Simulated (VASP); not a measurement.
# Li(100), as cut: electronic structure

Aim: model Li(100) by a slab and find how far its highest filled level lies below the vacuum.

Main program and level: VASP 6.6.1; r2SCAN; plane waves and PAW (Li).

This is a report of a sequence of runs, with most program output left out.

### Step 1. Starting point

The cell holds 7 atoms: 7 Li. Cell: a = 3.490 Å, b = 3.490 Å, c = 28.470 Å, α = 90.0°, β = 90.0°, γ = 90.0°. Vacuum lies along c.

Coordinates:

```xyz
7
Lattice="3.4900 0.0000 0.0000 0.0000 3.4900 0.0000 0.0000 0.0000 28.4700" Properties=species:S:1:pos:R:3
Li    0.0000    0.0000    9.0000
Li    1.7450    1.7450   10.7450
Li    0.0000    0.0000   12.4900
Li    1.7450    1.7450   14.2350
Li    0.0000    0.0000   15.9800
Li    1.7450    1.7450   17.7250
Li    0.0000    0.0000   19.4700
```

### Step 2. Potential and states of the slab

A static run writes the electrostatic potential without exchange and correlation (LVHAR), which is flat in the vacuum and gives the level to count from. The dipole correction cancels the field that unlike faces would set up across the vacuum.

INCAR reads:

```
SYSTEM = Li
PREC = Normal
ENCUT = 300
EDIFF = 1E-06
NELM = 120
ISMEAR = -1
SIGMA = 0.1
LREAL = .FALSE.
ALGO = Normal
METAGGA = R2SCAN
LASPH = .TRUE.
NBANDS = 21
LORBIT = 11
LWAVE = .FALSE.
LCHARG = .TRUE.
IDIPOL = 3
LDIPOL = .TRUE.
DIPOL = 0.5 0.5 0.5
LVHAR = .TRUE.
LVACPOTAV = .TRUE.
LELF = .TRUE.
NEDOS = 1500
```

POSCAR reads:

```
Li
1.0
    3.4900000000      0.0000000000      0.0000000000
    0.0000000000      3.4900000000      0.0000000000
    0.0000000000      0.0000000000     28.4700000000
Li
7
Direct
    0.0000000000      0.0000000000      0.3161222339
    0.5000000000      0.5000000000      0.3774148226
    0.0000000000      0.0000000000      0.4387074113
    0.5000000000      0.5000000000      0.5000000000
    0.0000000000      0.0000000000      0.5612925887
    0.5000000000      0.5000000000      0.6225851774
    0.0000000000      0.0000000000      0.6838777661
```

KPOINTS reads:

```
Automatic mesh
0
Gamma
12 12 1
0 0 0
```

KPOINTS_OPT reads:

```
Line mode
14
Line-mode
Reciprocal
  0.50000000   0.50000000   0.00000000 M
  0.00000000   0.00000000   0.00000000 GAMMA

  0.00000000   0.00000000   0.00000000 GAMMA
  0.00000000   0.50000000   0.00000000 X

  0.00000000   0.50000000   0.00000000 X
  0.50000000   0.50000000   0.00000000 M
```

The projector-augmented-wave data sets are Li (PBE family, release 64).

The run is started by

```console
mpirun -np 2 vasp_std
```

The job ended after 2.7 min (2 MPI ranks of Intel Xeon Platinum 8375C at 2.90GHz (Ice Lake), shared host; peak memory 0.39 GiB; 5.3 min of CPU time).

This run has no spin polarisation. Its electron count is odd, so without a moment it is a metal by construction. The PAW data sets were made with PBE, which is usual practice but a small mismatch for other functionals.

Numbers from this step:

| Quantity | Value |
| --- | --- |
| electronic cycles | 21 |
| electrons | 7 |
| free energy (TOTEN) | -15.71 eV |
| energy at zero smearing | -15.66 eV |
| Fermi energy | -1.488 eV |
| labelled metallic, from the levels on this mesh | yes |
| DOS at the Fermi level | 3.495 states/eV/cell |
| dipole moment | 0, 0, 0 e·Å |
| vacuum levels | 1.542, 1.542 eV |
| work functions of the upper and lower face | 3.030, 3.030 eV |

The electronic bands at the labelled points (eV, zero at the Fermi level; # counts the bands kept):

```tsv
point	#1	#2	#3	#4	#5	#6	#7	#8
M	0.49	0.49	1.05	1.05	2.03	2.03	3.26	3.31
0.46 of the way	-2.22	-1.76	-0.97	0.07	1.19	1.87	2.26	2.43
Γ	-3.71	-3.25	-2.47	-1.43	-0.31	0.82	2.04	3.08
0.46 of the way	-3.16	-2.70	-1.92	-0.89	0.22	1.29	2.23	2.84
X	-1.13	-1.09	-0.75	-0.64	-0.13	0.01	0.36	2.52
0.46 of the way	-0.62	-0.59	-0.21	-0.11	0.48	0.61	1.06	2.87
M	0.49	0.49	1.05	1.05	2.03	2.03	3.26	3.31
```

The density of states has structure finer than the step of the table below, so its rows give means over 0.25 eV, whole bins alone (the curve runs from -4.69 to 7.93 eV). Peaks (eV: height): total 0.348: 4.05, 2.797: 4.93, 4.622: 5.87, 5.438: 6.76, 6.494: 8.04, 7.407: 6.55; Li s -1.908: 0.265, -1.284: 0.264, 2.701: 0.257, 4.334: 0.316, 5.438: 0.274, 6.878: 0.405; Li p 0.396: 0.608, 2.845: 0.581, 5.438: 0.722, 6.638: 0.985, 7.455: 0.794.

Means over bins of 0.048 eV. Table of density of states by energy, zero at the Fermi level; means over each step; values in states/eV/cell:

```tsv
energy (eV)	total	Li s	Li p
-4.50	1.3e-4	1.2e-5	0
-4.25	0.00381	6.5e-4	0
-4.00	0.0394	0.00732	1.4e-4
-3.75	0.255	0.0471	0.00253
-3.50	0.590	0.106	0.00894
-3.25	0.898	0.155	0.0202
-3.00	1.19	0.197	0.0356
-2.75	1.21	0.190	0.0470
-2.50	1.56	0.232	0.0730
-2.25	1.67	0.236	0.0893
-2.00	1.90	0.252	0.120
-1.75	1.87	0.236	0.133
-1.50	2.03	0.234	0.162
-1.25	2.42	0.261	0.206
-1.00	2.43	0.243	0.229
-0.75	2.67	0.241	0.280
-0.50	2.55	0.206	0.289
-0.25	2.98	0.209	0.362
0.00	3.48	0.208	0.453
0.25	3.81	0.175	0.551
0.50	3.81	0.131	0.593
0.75	3.51	0.0944	0.567
1.00	3.65	0.0960	0.588
1.25	3.37	0.0662	0.562
1.50	2.16	0.0319	0.361
1.75	1.67	0.0179	0.296
2.00	1.77	0.0240	0.305
2.25	1.91	0.0524	0.281
2.50	2.86	0.167	0.299
2.75	4.66	0.246	0.522
3.00	4.06	0.164	0.487
3.25	3.30	0.118	0.365
3.50	3.35	0.147	0.389
3.75	4.27	0.246	0.448
4.00	4.80	0.240	0.466
4.25	5.60	0.286	0.573
4.50	5.73	0.281	0.521
4.75	5.28	0.179	0.499
5.00	4.53	0.152	0.509
5.25	5.78	0.230	0.612
5.50	6.60	0.260	0.705
5.75	5.38	0.175	0.589
6.00	4.02	0.131	0.450
6.25	5.81	0.231	0.622
6.50	7.84	0.345	0.909
6.75	7.48	0.389	0.950
7.00	6.18	0.370	0.738
7.25	5.82	0.302	0.632
7.50	6.05	0.253	0.754
7.75	4.01	0.132	0.571
```

The planar average of the electrostatic potential oscillates, so the rows of the table below give means over windows of 1.7 Å about each position, cut where the curve ends. Its maxima inside the range that stand out by 2 % of the span (Å: eV): 9.9: 0.539, 11.6: 0.596, 13.3: 0.620, 15.1: 0.620, 16.8: 0.596, 18.5: 0.539. Its minima: 9.0: -1.72, 10.7: -1.33, 12.5: -1.32, 14.2: -1.35, 15.9: -1.32, 17.7: -1.33, 19.4: -1.72.

Zero at the Fermi level. The planar average of the electrostatic potential by height; means over each step:

```tsv
height (Å)	planar average of the electrostatic potential (eV)
0.85	3.03
2.55	3.03
4.25	3.03
5.95	2.97
7.65	1.88
9.35	-0.572
11.05	-0.340
12.75	-0.337
14.45	-0.342
16.15	-0.348
17.85	-0.364
19.55	-0.518
21.25	2.46
22.95	3.00
24.65	3.03
26.35	3.03
28.05	3.03
```

Density of states in the PAW spheres, an atom over height of the layer and energy from the Fermi level.

Ten even steps from '_' (0.000 states/eV) to '@' (0.110 states/eV), each cell a mean:
```
@@@@@@@@@@@@@@
##%%@@@@@@%%##
**##******##**
**************
++**********++
==++++++++++==
==++==++==++==
--==========--
::----------::
..----::----..
__....::....__
______________
______________
______________
______________
______________
______________
______________
______________
______________
______________
______________
```
Columns: height of the layer (Å) from 9 to 19.5; rows upwards: energy from the Fermi level (eV) from -7.9 to 0.5.

Force by atom:

```tsv
atom	x (eV/Å)	y (eV/Å)	z (eV/Å)	size
Li1	0.0000	0.0000	-0.0612	0.0612
Li2	0.0000	0.0000	0.0875	0.0875
Li3	0.0000	0.0000	-0.0176	0.0176
Li4	0.0000	0.0000	0.0000	0.0000
Li5	0.0000	0.0000	0.0176	0.0176
Li6	0.0000	0.0000	-0.0875	0.0875
Li7	0.0000	0.0000	0.0612	0.0612
```

Valence density in the ca plane at fractional y = 0.000, with atoms of Li within 0.2 Å of it. It is the smooth field of the valence electrons, not physical close to the nuclei.

Ten even steps from '0' (0.000 e/Å³) to '9' (0.055 e/Å³), each cell a mean:
```
23348999864445899985444689998433221100000000
34579999986567899987656899999754322100000000
46799999998889999999888999999976432100000000
57899999999999999999999999999987532100000000
57899999999999999999999999999987532100000000
56899999999999999999999999999986532100000000
45689999987778999998777899999865432100000000
23468999875456899986545789998643221100000000
23247999864445799975444689997423211100000000
```
Columns run along c (16.0 Å, from fractional 0.30 to 0.86 of the cell), rows up along a (3.5 Å). Atoms in or near the plane, at fractional coordinates: Li at (0.32, 0.00), Li at (0.44, 0.00), Li at (0.56, 0.00), Li at (0.68, 0.00).

Electrostatic potential energy in the ca plane at fractional y = 0.000, with atoms of Li within 0.2 Å of it. With pseudopotentials it is smooth inside the atoms' cores, unlike the true potential.

Ten even steps from '0' (-22 eV) to '9' (2 eV), each cell a mean:
```
30037999862015899985102689997300378999999999
65578999986457899987546899998755689999999999
88889999998889999999888999999888899999999999
99999999999999999999999999999999999999999999
99999999999999999999999999999999999999999999
98899999999999999999999999999988999999999999
77789999987778999998777899999877789999999999
52258999974136899986314799998522578999999999
20027999861004899984001689997200278999999999
```
Columns run along c (16.0 Å, from fractional 0.30 to 0.86 of the cell; values clipped at the 3rd and 97th percentile), rows up along a (3.5 Å). Atoms in or near the plane, at fractional coordinates: Li at (0.32, 0.00), Li at (0.44, 0.00), Li at (0.56, 0.00), Li at (0.68, 0.00).

ELF in the ca plane at fractional y = 0.000, with atoms of Li within 0.2 Å of it. It is the smooth field of the valence electrons, not physical close to the nuclei.

Values, 5 rows by 16 columns, each cell a mean:
```
0.05 0.36 0.64 0.25 0.07 0.54 0.51 0.06 0.28 0.64 0.33 0.05 0.15 0.09 0.02 0.00
0.60 0.69 0.65 0.55 0.50 0.63 0.63 0.50 0.56 0.65 0.69 0.59 0.44 0.16 0.03 0.00
0.75 0.75 0.65 0.63 0.64 0.65 0.65 0.64 0.63 0.65 0.75 0.75 0.54 0.19 0.03 0.00
0.41 0.61 0.65 0.46 0.35 0.61 0.60 0.34 0.48 0.65 0.60 0.41 0.36 0.14 0.02 0.00
0.01 0.28 0.63 0.20 0.03 0.51 0.48 0.02 0.23 0.64 0.25 0.01 0.10 0.08 0.02 0.00
```
Columns run along c (16.0 Å, from fractional 0.30 to 0.86 of the cell), rows up along a (3.5 Å). Atoms in or near the plane, at fractional coordinates: Li at (0.32, 0.00), Li at (0.44, 0.00), Li at (0.56, 0.00), Li at (0.68, 0.00).

Only the dipole across the slab is computed (IDIPOL = 3); zeros along the plane are no results.

The density of states holds every band computed, so its fall toward the upper end of the range is no gap.

The map of layer states is cut here 0.5 eV above the Fermi level, so it leaves out the states above that.

The vacuum level lies 3.03 eV above the Fermi level at the upper face; both faces agree, as the slab has next to no dipole.

The program found no field-free point at its default tolerance, but its printed level agrees with the flat part of the planar average.

On this mesh the fine structure of the density of states is sampling noise, and high empty states may be cut by the number of bands.

### Step 3. Putting the energies together

This step: slab, r2SCAN; plane waves and PAW (VASP 6.6.1).

This step runs nothing: it gathers the runs above.

### Step 4. Slab, bad settings

This step: r2SCAN, spin-polarised, total moment fixed; plane waves and PAW (Li) (VASP 6.6.1).

As a lesson, the run is repeated with a fault in its input.

INCAR reads:

```
SYSTEM = Li
PREC = Normal
ENCUT = 300
EDIFF = 1E-06
NELM = 66
ISMEAR = -1
SIGMA = 0.1
LREAL = .FALSE.
ALGO = Normal
METAGGA = R2SCAN
LASPH = .TRUE.
NBANDS = 10
LORBIT = 11
LWAVE = .FALSE.
LCHARG = .FALSE.
KPAR = 2
IDIPOL = 3
LDIPOL = .TRUE.
DIPOL = 0.5 0.5 0.5
LVHAR = .TRUE.
LVACPOTAV = .TRUE.
ISPIN = 2
NUPDOWN = 40
```

POSCAR is that of step 2.

KPOINTS is that of step 2.

The run is started by

```console
mpirun -np 2 vasp_std
```

Run time: 5.7 min. Hardware: 2 MPI ranks.

The run had not converged when it was stopped at its time limit. The fault in the input: moment fixed beyond the electrons at hand.

### Step 5. Results

```yaml
work_function_of_the_slab: 3.03 eV
```

In words: The work function is 3.03 eV at both faces. No atom was relaxed. The cell in the plane was kept as given and was not relaxed here.

[Lines on the potential files, build, host, timing and source positions are cut from VASP's logs without a mark.]

[Logs are printed without paths, hosts, clocks, repeated set-up lines and the standing remarks that a program may print on its own settings, such as how far it seeks lower states.]

[Hosts, paths, dates, database ids (printed as entryN), source tags and the programs' standing remarks are cut or masked in the printed files.]

[In band tables of VASP the shares of atoms and orbitals are scaled to a sum of 1 inside the atoms' spheres.]

[Runs that stopped without an error message from VASP are left out.]
